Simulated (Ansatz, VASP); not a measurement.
One calculation of Mg7CoO8 (a cell with a defect), two programs

File INCAR:

```
SYSTEM = Mg7CoO8
  PREC = Accurate
  ENCUT = 520
  EDIFF = 1E-6
  ISMEAR = 0
  SIGMA = 0.01
  LREAL = Auto
  LASPH = .True.
  NELM = 150
  ALGO = Fast
  ISIF = 2
  LWAVE = .False.
  LCHARG = .False.
  ISPIN = 2
  MAGMOM = 0 0 0 0 0 0 0 3 0 0 0 0 0 0 0 0
  LORBIT = 11
  LMAXMIX = 4
  LDAU = .True.
  LDAUTYPE = 2
  LDAUL = -1 2 -1
  LDAUU = 0 3.2 0
  LDAUJ = 0 0 0
  LDAUPRINT = 1
  GGA = CA
  NBANDS = 54
```

KPOINTS

```
Automatic mesh
0
Gamma
  2 2 2
  0 0 0
```

The input POSCAR:

```
Mg7CoO8
1.0
    0.0000000000      4.3481000000      4.3481000000
    4.3481000000      0.0000000000      4.3481000000
    4.3481000000      4.3481000000      0.0000000000
Mg Co O
7 1 8
Direct
    0.9878010300      0.0057530400      0.9997875400
    0.0118038800      0.9804527600      0.5056642300
    0.9940867800      0.4995929100      0.5018981300
    0.4854816700      0.0118115900      0.0032462600
    0.5000057000      0.0016869000      0.4901239900
    0.4926855500      0.5014766500      0.9922720000
    0.5042112800      0.4837419100      0.5051861700
    0.9925552600      0.4956245300      0.0071453000
    0.2465326700      0.2464134700      0.2544617500
    0.2505876800      0.2420425700      0.7473136800
    0.2398825400      0.7674873200      0.2447471300
    0.2519085200      0.7454308000      0.7508721200
    0.7450322800      0.2540688200      0.2419650800
    0.7568658400      0.2451120500      0.7499844900
    0.7513899700      0.7565027500      0.2479999100
    0.7497856600      0.7444421100      0.7378618100
```

Input for Ansatz:

```yaml
crystal:
  lattice:
    - [0.0, 4.3481, 4.3481]
    - [4.3481, 0.0, 4.3481]
    - [4.3481, 4.3481, 0.0]
  atoms:
    - { symbol: Mg, position: [0.98780103, 0.00575304, 0.99978754] }
    - { symbol: Mg, position: [0.01180388, 0.98045276, 0.50566423] }
    - { symbol: Co, position: [0.99255526, 0.49562453, 0.0071453], spin: 3.0 }
    - { symbol: Mg, position: [0.99408678, 0.49959291, 0.50189813] }
    - { symbol: Mg, position: [0.48548167, 0.01181159, 0.00324626] }
    - { symbol: Mg, position: [0.5000057, 0.0016869, 0.49012399] }
    - { symbol: Mg, position: [0.49268555, 0.50147665, 0.992272] }
    - { symbol: Mg, position: [0.50421128, 0.48374191, 0.50518617] }
    - { symbol: O, position: [0.24653267, 0.24641347, 0.25446175] }
    - { symbol: O, position: [0.25058768, 0.24204257, 0.74731368] }
    - { symbol: O, position: [0.23988254, 0.76748732, 0.24474713] }
    - { symbol: O, position: [0.25190852, 0.7454308, 0.75087212] }
    - { symbol: O, position: [0.74503228, 0.25406882, 0.24196508] }
    - { symbol: O, position: [0.75686584, 0.24511205, 0.74998449] }
    - { symbol: O, position: [0.75138997, 0.75650275, 0.24799991] }
    - { symbol: O, position: [0.74978566, 0.74444211, 0.73786181] }
magnetization:
  spin_polarized: true
hamiltonian:
  xc: lda
  pseudopotentials: { kind: paw }
  hubbard: { sites: [{ species: Co, l: d, u_eff: 3.2 }] }
basis:
  ecutwfc: 420
kpoints:
  mp_grid: { grid: [2, 2, 2] }
scf:
  occupations: { method: gaussian, width: 0.01 }
  lower_state_search: standard
output:
  forces: true
  stress: true
```

Alike in both runs: task single point; functional LDA; k mesh 2 × 2 × 2; occupations gaussian, width 0.01 eV; collinear spin; Hubbard terms Co d U = 3.2 eV.

|  | VASP | Ansatz |
| --- | --- | --- |
| version | VASP 6.6.1 | Ansatz 0.2.0 |
| potentials or method | VASP PAW LDA potentials, release 64 (Mg, Co, O) | PAW, plane waves, scalar-relativistic |
| plane-wave cutoff (eV) | 520 | 420 |
| valence electrons in the cell | 71 | 135 |

|  | VASP | Ansatz | Ansatz less VASP |
| --- | --- | --- | --- |
| pressure (GPa) | -19.0 | -17.2 | +1.80 |
| largest component of the traceless stress (GPa) | 0.39 | 0.36 | -0.031 |
| rms of the force components (eV/Å) | 0.272 | 0.267 | -0.0055 |
| net moment per atom (μB) | 0.19 | 0.19 | 0.000 |
| size of the moment on the site where the two differ most (μB) | 2.66 | 2.53 | -0.126 |

Site moments also hang on the region over which each program counts them. The programs project onto different local orbitals, so the same U acts differently. The two sets of potentials don't hold the same shells in valence.

Caveats: the k mesh is coarse (spacing up to 0.63 Å⁻¹), so the values aren't converged. The state reached can hang on the start; a lower one may exist.
